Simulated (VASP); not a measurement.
Consider the following.

```
CELL_PARAMETERS angstrom
      0.00000     2.76675     2.76675
      2.76675     0.00000     2.76675
      2.76675     2.76675     0.00000
ATOMIC_POSITIONS crystal
  Ba 0.00000 0.00000 0.00000
  O  0.50000 0.50000 0.50000
```

All values below come from PBEsol GGA with spin-orbit coupling, VASP's PBE PAW potentials (set 64) (plane waves; VASP). Numerical set-up: 520 eV cut-off, 8×8×8 Γ-centred mesh, Gaussian smearing of 0.050 eV, potentials Ba_sv O.

**Question.** Estimate the energy per atom (σ→0), band gap (over mesh and band path) with the smallest direct gap where there is one.

**Answer.** 
```
Property                                                Value
---------------------------------------------  --------------
band gap (over mesh and band path)                    1.79 eV
smallest direct gap (over mesh and band path)         1.79 eV
energy per atom (σ→0)                          -6298 meV/atom
```

The compound is BaO in the rock salt structure. It was relaxed first.
